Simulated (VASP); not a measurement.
Method: LDA (Ceperley-Alder, Perdew-Zunger), VASP's LDA PAW potentials (set 64) (plane waves; VASP 6.6.1).

The input files of a VASP run:

File KPOINTS:
```
Automatic mesh
0
Gamma
7 7 4
0 0 0
```

INCAR:
```
# general
SYSTEM =Tl
PREC   =Accurate
ENCUT  =300
LREAL  =.False.   # projection in real space or not
LASPH  =.True.

# electronic loop
EDIFF  =1E-6   # SCF stop (eV)
NELM   =100   # most electronic steps
ALGO   =Normal
LMAXMIX=4   # l cut-off of mixed one-centre charges

# smearing
ISMEAR =0   # Gaussian
SIGMA  =0.272   # width (eV)

# ions
ISIF   =2   # forces and stress, cell fixed

# output
LWAVE  =.False.
LCHARG =.False.
```

File POSCAR:
```
Tl
1
    3.5609920000     0.0000000000     0.0000000000
   -1.7804960000     3.0839090000     0.0000000000
    0.0000000000     0.0000000000     5.7493270000
Tl
2
Direct
  0.3333330000   0.6666670000   0.2500000000
  0.6666670000   0.3333330000   0.7500000000
```

POTCAR, in this order: Tl_d (LDA.64 set). Program: vasp_std.

At this cut-off the stress carries a Pulay error, which pulls relaxed volumes low. Unless said otherwise, spin-orbit coupling is left out, though it shifts the bands of the heavy elements here.

Task: What does the run give for the energy per atom (σ→0), pressure, band gap (on the k-mesh)?

Result: 
| Quantity | Value |
|---|---|
| energy per atom (σ→0) | -2.842 eV/atom |
| band gap (on the k-mesh) | none (metal, semimetal or under 0.01 eV) |
| pressure | -4.52 GPa |

### OSZICAR
```
...
DAV:   4    -0.576161525812E+01   -0.69121E-02   -0.69117E-02   864   0.185E+00
DAV:   5    -0.576170706291E+01   -0.91805E-04   -0.91805E-04   986   0.210E-01    0.238E+00
DAV:   6    -0.572019800289E+01    0.41509E-01   -0.79150E-02   834   0.222E+00    0.171E+00
DAV:   7    -0.571180687857E+01    0.83911E-02   -0.31240E-02   870   0.135E+00    0.628E-01
DAV:   8    -0.571109803971E+01    0.70884E-03   -0.17313E-03   887   0.361E-01    0.269E-02
DAV:   9    -0.571109962084E+01   -0.15811E-05   -0.70584E-06   963   0.235E-02    0.597E-03
DAV:  10    -0.571109954254E+01    0.78300E-07   -0.66089E-07   534   0.808E-03
   1 F= -.57110995E+01 E0= -.56830240E+01  d E =-.561510E-01
```

The structure comes from a computed database's Tl entry; how it stands against other phases isn't given here. The cell was not relaxed at this level. The run is one of a series of settings (GGA removed, POTCAR Tl_d (LDA.64 set) against the base run), some of them coarse on purpose.
